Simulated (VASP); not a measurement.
Consider the following.

```xyz
3
Lattice="3.7708 0.0000 0.0000 -1.8854 3.2656 0.0000 0.0000 0.0000 19.1247" Properties=species:S:1:pos:R:3 pbc="T T T"
Zr     0.0000     0.0000     9.5623
Se     1.8854     1.0885     8.0000
Se     0.0000     2.1770    11.1247
```

Method: revPBE GGA, VASP's PBE PAW potentials (set 64) (plane waves; VASP 6.6.1). Run with 300 eV cut-off, 7×7×1 Γ-centred mesh, Fermi-Dirac smearing of 0.050 eV, potentials Zr_sv Se.

The cell holds a wide vacuum, so values per volume refer to the whole cell.

Problem. Estimate the energy per atom (σ→0).

Solution. 
```
Item                           Result
---------------------  --------------
energy per atom (σ→0)  -6.239 eV/atom
```

The cell is a sheet with vacuum, built from a database entry that may be metastable or hypothetical.
